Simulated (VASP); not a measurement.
Input of a VASP 6.6.1 run:

File INCAR:

```
PREC     = Accurate       # precision mode
ENCUT    = 520            # plane-wave cutoff, eV
EDIFF    = 1E-7           # SCF threshold, eV
ISMEAR   = 0              # smearing method
SIGMA    = 0.1            # smearing width, eV
LREAL    = False          # projectors in reciprocal space
LASPH    = True           # aspherical terms in the spheres
NELM     = 120            # most SCF steps
ALGO     = Normal         # electronic algorithm
ISIF     = 3              # what is computed and relaxed
LWAVE    = False          # write WAVECAR
LCHARG   = False          # write CHGCAR
GGA      = PE             # functional
IBRION   = 2              # ionic algorithm
NSW      = 60             # ionic steps
EDIFFG   = -0.005         # ionic threshold
POTIM    = 0.3            # step
KPAR     = 4
```

KPOINTS

```
regular mesh
0
Gamma
  10 10 6
```

File POSCAR:

```
Ta2SiN2                                 
1.0
    3.4653882028     -0.0000000000     -0.0000000000
   -1.7326941014      3.0011142167      0.0000000000
   -0.0000000000      0.0000000000      6.5085196704
  Ta              Si              N             
     2     1     2
Direct
     0.3333333300000021    0.6666666699999979    0.2911266632387160
     0.6666666699999979    0.3333333300000021    0.7088733367612842
     0.0000000000000000    0.0000000000000000    0.0000000000000000
     0.3333333300000021    0.6666666699999979    0.6269992359992774
     0.6666666699999979    0.3333333300000021    0.3730007640007224
```

Potentials or basis: VASP PAW PBE potentials, release 64 (Ta_pv, Si, N).

The run is started by

```bash
$ cat potpaw_PBE.64/Ta_pv/POTCAR potpaw_PBE.64/Si/POTCAR potpaw_PBE.64/N/POTCAR > POTCAR
$ mpirun -np 4 vasp_std > vasp.out
```

(1) Estimate the band gap on the k mesh.

Results:

(1) none (metal or under the smearing width).
